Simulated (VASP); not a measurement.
Consider the following.

```yaml
crystal:
  lattice:
    - [-2.10143, 2.10143, 4.90318]
    - [2.10143, -2.10143, 4.90318]
    - [2.10143, 2.10143, -4.90318]
  atoms:
    - { symbol: Gd, position: [0.00066, 0.00066, 0.00000] }
    - { symbol: Si, position: [0.58482, 0.58482, 0.00000] }
    - { symbol: Si, position: [0.23494, 0.73494, 0.50000] }
    - { symbol: Si, position: [0.73494, 0.23494, 0.50000] }
    - { symbol: Ir, position: [0.34615, 0.34615, 0.00000] }
```

Method: PBEsol GGA, VASP's PBE PAW potentials (set 64) (plane waves; VASP 6.6.1). Numerical set-up: 300 eV cut-off, 7×7×7 Γ-centred mesh, Fermi-Dirac smearing of 0.10 eV, potentials Gd Si Ir.

At this cut-off the stress carries a Pulay error, which pulls relaxed volumes low. The run has a spin-polarised start.

Question: Which forces act on the atoms, in eV/Å?

Answer: 
| atom | Fx | Fy | Fz |
|---|---|---|---|
| Gd1 | 0.000 | 0.000 | 0.078 |
| Si2 | 0.000 | 0.000 | -0.086 |
| Si3 | 0.000 | 0.000 | -0.010 |
| Si4 | 0.000 | 0.000 | -0.010 |
| Ir5 | 0.000 | 0.000 | 0.027 |

Question: Give the stress tensor in GPa (positive for a compressed cell).

Answer: 
```
-3.19   0.00   0.00
 0.00  -3.19   0.00
 0.00   0.00  -3.44
```
The pressure is its mean diagonal, -3.28 GPa.

The structure comes from a computed database's GdSi3Ir entry (I4mm); how it stands against other phases isn't given here. The cell was not relaxed at this level. The k-mesh is coarse (spacing up to 0.30 per Å, 2π included), so the numbers may not be converged in it.
